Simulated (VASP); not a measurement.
OSZICAR of a VASP run on Ga₃₂As₃₂H:

### OSZICAR
```
       N       E                     dE             d eps       ncg     rms          rms(c)
DAV:   1    -0.311792898269E+03   -0.31179E+03   -0.22407E+01   324   0.126E+01    0.139E+01
DAV:   2    -0.311928775935E+03   -0.13588E+00   -0.59412E-01   348   0.117E+00    0.918E+00
DAV:   3    -0.311869763679E+03    0.59012E-01   -0.42679E-02   358   0.371E-01    0.540E+00
DAV:   4    -0.311849716197E+03    0.20047E-01   -0.20973E-02   366   0.234E-01    0.305E+00
DAV:   5    -0.311843618037E+03    0.60982E-02   -0.48879E-03   366   0.111E-01    0.173E+00
DAV:   6    -0.311841373897E+03    0.22441E-02   -0.10497E-03   366   0.589E-02    0.965E-01
DAV:   7    -0.311840596831E+03    0.77707E-03   -0.38162E-04   352   0.376E-02    0.528E-01
DAV:   8    -0.311840355326E+03    0.24150E-03   -0.12910E-04   352   0.219E-02    0.287E-01
DAV:   9    -0.311840285212E+03    0.70114E-04   -0.35801E-05   288   0.125E-02    0.156E-01
DAV:  10    -0.311840268947E+03    0.16265E-04   -0.13772E-05   208   0.830E-03    0.849E-02
DAV:  11    -0.311840268430E+03    0.51740E-06   -0.61368E-06   184   0.528E-03
   1 F= -.31184027E+03 E0= -.31184027E+03  d E =-.287140E-15
```

**Question.** Which electronic solver shows in the log?

**Answer.** It is blocked Davidson (ALGO = Normal, or the opening steps of other solvers). The INCAR had ALGO = Normal.

**Question.** Can the final energy be trusted as converged?

**Answer.** Self-consistency was reached. It stopped with EDIFF = 1E-5, NELM = 50 (HSE06 screened hybrid, plane waves, VASP's PBE PAW potentials (set 64)). The cell is charged, with a uniform compensating background. The supercell is sampled at Γ alone, which is coarse: total energies, pressure and levels can be off, energies of defects by several tenths of an eV.

The cell is a supercell with a defect, built from GaAs (zinc blende): H_i, charge -1. The cell's shape comes from a PBE relaxation. The run is not spin-polarised, so no state with unpaired spins was tried.
